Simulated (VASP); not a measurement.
Data:

```
CELL_PARAMETERS angstrom
      2.56710     0.00000     0.00000
      0.00000     2.56710     0.00000
      0.00000     0.00000     2.56710
ATOMIC_POSITIONS crystal
  Be 0.00000 0.00000 0.00000
  Co 0.50000 0.50000 0.50000
```
Starting moments (μB, in the order of the record's atoms Be Co): 0.0 0.5.

Method: r2SCAN+rVV10, VASP's PBE PAW potentials (set 64) (plane waves; VASP). Settings: 400 eV cut-off, 16×16×16 Γ-centred mesh, tetrahedra with Blöchl corrections, potentials Be Co.

Problem. Give the spin-up energies of bands 1 to 7 at the high-symmetry points, in eV from the Fermi level.

Solution. 
```json
[
 {"band": "1", "Γ": "-10.37", "X": "-6.50", "M": "-4.83", "R": "-4.51"},
 {"band": "2", "Γ": "-3.12", "X": "-4.55", "M": "-2.67", "R": "-4.51"},
 {"band": "3", "Γ": "-3.12", "X": "-2.58", "M": "-1.46", "R": "-4.51"},
 {"band": "4", "Γ": "-0.56", "X": "-1.80", "M": "-1.46", "R": "0.46"},
 {"band": "5", "Γ": "-0.56", "X": "-1.80", "M": "-1.34", "R": "0.46"},
 {"band": "6", "Γ": "-0.56", "X": "-0.46", "M": "-1.34", "R": "7.09"},
 {"band": "7", "Γ": "8.49", "X": "1.29", "M": "0.41", "R": "7.09"}
]
```

Problem. Give the spin-down energies of bands 1 to 7 at the high-symmetry points, in eV from the Fermi level.

Solution. 
```csv
band,Γ,X,M,R
1,-10.48,-6.48,-4.48,-4.12
2,-2.64,-4.69,-2.22,-4.12
3,-2.64,-2.05,-1.57,-4.12
4,0.26,-1.10,-1.57,1.14
5,0.26,-1.10,-0.58,1.14
6,0.26,0.37,-0.58,7.13
7,8.44,1.87,1.09,7.13
```

It has no gap at this level: it comes out as a metal or semimetal.

The structure comes from a measured BeCo entry (Pm-3m) of the Crystallography Open Database, whose conditions weren't checked. It was relaxed first.
